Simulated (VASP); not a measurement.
# KLi: excitations by TDDFT

KLi, molecule in box, 2 atoms in the cell. PBE0, TDDFT by the Casida equation; PAW potentials Li_sv, K_sv (PBE set).

Kernel: hybrid exchange, triplet.

## Input

INCAR.step1:
```
SYSTEM = KLi
EDIFF = 1E-5
ENCUT = 500
ISMEAR = 0
LASPH = .True.
LCHARG = .False.
LWAVE = .True.
NBANDS = 46
PREC = Accurate
SIGMA = 0.02
```

INCAR.step2:
```
SYSTEM = KLi
AEXX = 0.25
ALGO = Normal
CSHIFT = 0.1
EDIFF = 1E-7
ENCUT = 500
GGA = PE
HFRCUT = -1
ISMEAR = 0
ISTART = 1
LASPH = .True.
LCHARG = .False.
LHFCALC = .True.
LOPTICS = .True.
LWAVE = .True.
NBANDS = 46
NEDOS = 2000
PREC = Accurate
PRECFOCK = Fast
SIGMA = 0.02
```

INCAR.step3:
```
SYSTEM = KLi
AEXX = 0.25
ALGO = TDHF
ANTIRES = 0
CSHIFT = 0.15
EDIFF = 1E-7
ENCUT = 500
ENCUTGW = 150
GGA = PE
HFRCUT = -1
IBSE = 2
ISMEAR = 0
ISTART = 1
LADDER = .True.
LASPH = .True.
LCHARG = .False.
LFXC = .True.
LHARTREE = .True.
LHFCALC = .True.
LTRIPLET = .True.
LWAVE = .False.
NBANDS = 48
NBANDSO = 6
NBANDSV = 36
NBSEEIG = 6
NOMEGA = 1000
OMEGAMAX = 25
PREC = Accurate
PRECFOCK = Fast
SIGMA = 0.02
```

KPOINTS:
```
k-points
0
Gamma
  1 1 1
```

POSCAR:
```
KLi
1.0
   12.3000000000      0.0000000000      0.0000000000
    0.0000000000     12.3000000000      0.0000000000
    0.0000000000      0.0000000000     12.3000000000
Li K
1 1
Direct
    0.5000000000      0.5000000000      0.3670731663
    0.5000000000      0.5000000000      0.6329268337
```

Commands (each step's output is kept before the next begins):
```
cat potpaw_PBE.64/Li_sv/POTCAR potpaw_PBE.64/K_sv/POTCAR > POTCAR
cp INCAR.step1 INCAR
mpirun -np 4 vasp_gam > vasp.out
cp INCAR.step2 INCAR
mpirun -np 4 vasp_gam > vasp.out
cp INCAR.step3 INCAR
mpirun -np 4 vasp_gam > vasp.out
```

## Result

- First excitation (eV): 1.13
- Binding of the first excitation (eV): 1.116

Lowest excitations:

| Energy (eV) |
|---|
| 1.133 |
| 1.563 |
| 1.563 |
| 1.767 |
| 2.599 |
| 2.794 |
| 2.800 |
| 2.858 |

Make-up of the lowest excitation:

| k point | From band | To band | Share |
|---|---|---|---|
| 0.000 0.000 0.000 | 6 | 7 | 0.98 |
| 0.000 0.000 0.000 | 6 | 10 | 0.01 |
| 0.000 0.000 0.000 | 6 | 17 | 0.00 |
| 0.000 0.000 0.000 | 6 | 30 | 0.00 |
| 0.000 0.000 0.000 | 6 | 15 | 0.00 |
| 0.000 0.000 0.000 | 6 | 40 | 0.00 |

The lowest pair of one-particle levels lies at 2.248 eV and the first excitation at 1.133 eV, 1.116 eV lower.

Half of the first excitation's weight sits on 1 of 144 pairs.

Limits: The strengths that the program prints for triplets aren't physical; they are zero without spin-orbit coupling.

VASP 6.6.1 took 142 s on 4 cores (AMD EPYC 9R45 (Zen 5)), a shared host.
